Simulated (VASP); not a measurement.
A convergence study with VASP on SiC (wurtzite): one setting is varied, all else stays as given below, so the limit is that of these other settings. Each run relaxes cell and ions from the cell shown.

```xyz
4
Lattice="1.5400 -2.6674 0.0000 1.5400 2.6674 0.0000 0.0000 0.0000 5.0500" Properties=species:S:1:pos:R:3 pbc="T T T"
Si     1.5400    -0.8891     2.5250
Si     1.5400     0.8891     0.0000
C      1.5400    -0.8891     4.4188
C      1.5400     0.8891     1.8937
```

Method: PBE GGA, VASP's PBE PAW potentials (set 64) (plane waves; VASP). The tightest run used: 700 eV cut-off, 12×12×7 Γ-centred mesh, Gaussian smearing of 0.050 eV, potentials Si C.

```tsv
setting	relaxed volume (Å³/atom)	E (eV/atom)	irreducible k-points
2×2×1 mesh	10.425	-7.1692	2
3×3×2 mesh	10.526	-7.4053	6
4×4×2 mesh	10.503	-7.4987	8
```

Question: These are the cheaper rows. Estimate the results at 12×12×7 mesh, and how far the last row shown lies from them.

Answer: 
| quantity | tightest run | last row shown is off by |
|---|---|---|
| relaxed volume (Å³/atom) | 10.494 | 0.009 |
| E (eV/atom) | -7.5296 | 0.0309 |

Left out are rungs that failed or repeat a setting and relaxations that didn't move; long series are thinned to 24 rows.

The compound is SiC in the wurtzite structure, the rare 2H polytype.
